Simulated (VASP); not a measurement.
Output of a VASP run:

### OSZICAR
```
       N       E                     dE             d eps       ncg     rms          rms(c)
DAV:   1     0.108207968717E+03    0.10821E+03   -0.14422E+04  1728   0.149E+03
DAV:   2    -0.199300378266E+02   -0.12814E+03   -0.12598E+03  2212   0.299E+02
DAV:   3    -0.276661237155E+02   -0.77361E+01   -0.75987E+01  2988   0.493E+01
DAV:   4    -0.279573081843E+02   -0.29118E+00   -0.29006E+00  2088   0.874E+00
DAV:   5    -0.279659084315E+02   -0.86002E-02   -0.86117E-02  2294   0.138E+00    0.441E+01
DAV:   6    -0.258325117849E+02    0.21334E+01   -0.71319E+00  1872   0.115E+01    0.331E+01
DAV:   7    -0.259265042916E+02   -0.93993E-01   -0.34296E+00  2840   0.803E+00    0.353E+00
DAV:   8    -0.258003478364E+02    0.12616E+00   -0.12043E+00  1862   0.482E+00    0.144E+00
DAV:   9    -0.257992465055E+02    0.11013E-02   -0.89113E-02  1914   0.168E+00    0.961E-01
DAV:  10    -0.257979251814E+02    0.13213E-02   -0.11129E-02  2570   0.497E-01    0.190E-01
DAV:  11    -0.257980119947E+02   -0.86813E-04   -0.69255E-04  2330   0.139E-01    0.689E-02
DAV:  12    -0.257979774136E+02    0.34581E-04   -0.62168E-05  2010   0.504E-02    0.115E-02
DAV:  13    -0.257979724978E+02    0.49159E-05   -0.34787E-06  2482   0.117E-02    0.314E-03
DAV:  14    -0.257979754444E+02   -0.29467E-05   -0.43198E-07  1532   0.312E-03    0.155E-03
DAV:  15    -0.257979754605E+02   -0.16131E-07   -0.35081E-08   990   0.131E-03
   1 F= -.25797975E+02 E0= -.25797975E+02  d E =0.000000E+00
```

**OUTCAR**
```
------------------------ aborting loop because EDIFF is reached ----------------------------------------
  FORCE on cell =-STRESS in cart. coord.  units (eV):
  Direction    XX          YY          ZZ          XY          YZ          ZX
  --------------------------------------------------------------------------------------
  Total       -0.0014509     -0.0014509     -0.0498433      0.0000000      0.0000000      0.0000000
  in kB       -0.0311371     -0.0311371     -1.0696595      0.0000000      0.0000000      0.0000000
  external PRESSURE =      -0.3773112 kB  Pullay stress =       0.0000000 kB
  volume of cell :       74.66
      direct lattice vectors                 reciprocal lattice vectors
     3.494601248  0.000000000  0.000000000     0.286155681  0.165212072  0.000000000
    -1.747300624  3.026413221  0.000000000     0.000000000  0.330424145  0.000000000
     0.000000000  0.000000000  7.059050327     0.000000000  0.000000000  0.141662115
 POSITION                                       TOTAL-FORCE (eV/Angst)
 -----------------------------------------------------------------------------------
      0.00000      0.00000      0.00000        -0.000000      0.000000      0.000000
      0.00000      0.00000      3.52953        -0.000000      0.000000      0.000000
     -0.00000      2.01761      1.76476         0.000000      0.000000     -0.000000
      1.74730      1.00880      5.29429        -0.000000      0.000000      0.000000
 -----------------------------------------------------------------------------------
    total drift:                               -0.000000      0.000000      0.000000
  FREE ENERGIE OF THE ION-ELECTRON SYSTEM (eV)
  ---------------------------------------------------
  free  energy   TOTEN  =       -25.7979754605 eV

  energy  without entropy=      -25.7979754605  energy(sigma->0) =      -25.79797546

 total charge

# of ion       s       p       d       f       tot
--------------------------------------------------
    1        2.242   6.413   1.043   0.037   9.735
    2        2.242   6.413   1.043   0.037   9.735
    3        0.770   0.847   0.000   0.000   1.617
    4        0.770   0.847   0.000   0.000   1.617
--------------------------------------------------
tot          6.024  14.521   2.086   0.074  22.705
```
(Selected blocks of OUTCAR.)

File POSCAR:
```
YB
1
    3.4946012482     0.0000000000     0.0000000000
   -1.7473006241     3.0264132211     0.0000000000
   -0.0000000000     0.0000000000     7.0590503275
Y B
2 2
Direct
  0.0000000000   0.0000000000   0.0000000000
  0.0000000000   0.0000000000   0.5000000000
  0.3333330000   0.6666670000   0.2500000000
  0.6666670000   0.3333330000   0.7500000000
```

Task: Reconstruct the remaining input files.

Result: This is not unique; one that fits is the input of the run itself, PBEsol GGA, plane waves, VASP's PBE PAW potentials (set 64).

**INCAR**
```
LREAL = .False.
LMAXMIX = 4   # l cut-off of mixed one-centre charges
ALGO = Normal
SYSTEM = YB
ENCUT = 520
NELM = 100   # most electronic steps
LORBIT = 11   # lm-projected
PREC = Accurate
LWAVE = .False.
ISMEAR = -5   # tetrahedra, Bloechl
LEFG = .True.
LASPH = .True.   # aspherical one-centre terms
GGA = PS   # PBEsol
LCHARG = .True.
NEDOS = 601   # DOS grid
ISIF = 2
EDIFF = 1E-7
```

### KPOINTS
```
Automatic mesh
0
Gamma
11 11 5
0 0 0
```

POTCAR, in this order: Y_sv B (PBE.64 set). Program: vasp_std.

For a metal the tetrahedron method with Blöchl corrections gives inexact stress and forces.

The structure was generated: YB was put into the NiAs type type (P6_3/mmc), which need not be its known phase. It was relaxed first, which changed the volume by -25 %.
